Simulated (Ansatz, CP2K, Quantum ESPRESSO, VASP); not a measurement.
**SiO: 5 runs at one level of theory**

```xyz
2
Lattice="2.8070 0.0000 0.0000 0.0000 2.8070 0.0000 0.0000 0.0000 2.8070" Properties=species:S:1:pos:R:3 pbc="T T T"
Si    0.0000    0.0000    0.0000
O     1.4035    1.4035    1.4035
```

The cell comes from a database or a generator and needn't be the stable form of this composition.

Alike in all runs: task equation of state; functional PBE; k mesh 9 × 9 × 9; occupations fermi-dirac, width 0.05 eV; no spin polarisation; no spin-orbit coupling.

```csv
program and potentials,plane-wave cutoff (eV),notes,equilibrium volume (Å³/atom),bulk modulus (GPa)
"Ansatz, Ansatz PAW",420,-,11.07,129.7
"Ansatz, Ansatz PAW (earlier soft set)",420,-,11.07,129.8
"Quantum ESPRESSO, SSSP 1.3 efficiency PBE",748,-,11.07,129.4
"VASP, PBE PAW files O, Si, 520 eV",520,-,11.08,129.1
"CP2K, POTENTIAL_UZH Si GTH-PBE-q4, O GTH-PBE-q6; TZVP-MOLOPT-PBE-GTH basis",-,atomic basis,11.09,129.0
```

The equilibrium volume spans 11.07 (Ansatz, Ansatz PAW (earlier soft set)) to 11.09 Å³/atom (CP2K, POTENTIAL_UZH Si GTH-PBE-q4, O GTH-PBE-q6; TZVP-MOLOPT-PBE-GTH basis). The bulk modulus spans 129.0 (CP2K, POTENTIAL_UZH Si GTH-PBE-q4, O GTH-PBE-q6; TZVP-MOLOPT-PBE-GTH basis) to 129.8 GPa (Ansatz, Ansatz PAW (earlier soft set)). Rows in atomic bases carry the error of their basis and grid, which can be large.

Differences between rows come from potentials, basis sets and numerical settings, since the functional is the same but for its coding. Runs on potential files found faulty are left out.
